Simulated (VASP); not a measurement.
LaO (relaxed from the CsCl type structure, space group Pm-3m): computed properties

Computed with PBEsol GGA, VASP's PBE PAW potentials (set 64) (plane waves; VASP).

```
Item                                                                                                      Result
----------------------------------  ----------------------------------------------------------------------------
space group                                                                                          Pm-3m (221)
cell                                a = 3.1064 Å, b = 3.1064 Å, c = 3.1064 Å, α = 90.00°, β = 90.00°, γ = 90.00°
volume per atom                                                                                   14.99 Å^3/atom
band gap (over mesh and band path)                                      none (metal, semimetal or under 0.01 eV)
density                                                                                               8.58 g/cm³
```

```
CELL_PARAMETERS angstrom
      3.10641     0.00000     0.00000
      0.00000     3.10641     0.00000
      0.00000     0.00000     3.10641
ATOMIC_POSITIONS crystal
  La 0.00000 0.00000 0.00000
  O  0.50000 0.50000 0.50000
```

The structure was generated: LaO was put into the CsCl type type (Pm-3m), which need not be its known phase. It was relaxed first, which changed the volume by -33 %. Symmetry was kept, so distortions that lower it aren't found. The electron count is odd and the run is not spin-polarised, which forces a metal.
